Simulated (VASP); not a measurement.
```xyz
3
Lattice="0.0000 3.1250 3.1250 3.1250 0.0000 3.1250 3.1250 3.1250 0.0000" Properties=species:S:1:pos:R:3 pbc="T T T"
Mg     1.5625     1.5625     1.5625
Mg     4.6875     4.6875     4.6875
Si     0.0000     0.0000     0.0000
```

Level of theory: LDA (Ceperley-Alder, Perdew-Zunger), VASP's LDA PAW potentials (set 64) (plane waves; VASP). Settings: 520 eV cut-off, 8×8×8 Γ-centred mesh, tetrahedra with Blöchl corrections, potentials Mg Si.

Question: What does the run give for the energy per atom (σ→0), band gap (on the k-mesh) with the smallest direct gap where there is one?

Answer: 
The band gap (on the k-mesh) is 0.10 eV and the smallest direct gap (on the k-mesh) is 2.03 eV. The energy per atom (σ→0) comes out as -3.377 eV/atom.

Total energies compare only between runs with the same potentials, cut-off and functional.

The compound is Mg2Si in the antifluorite structure. It was relaxed first.
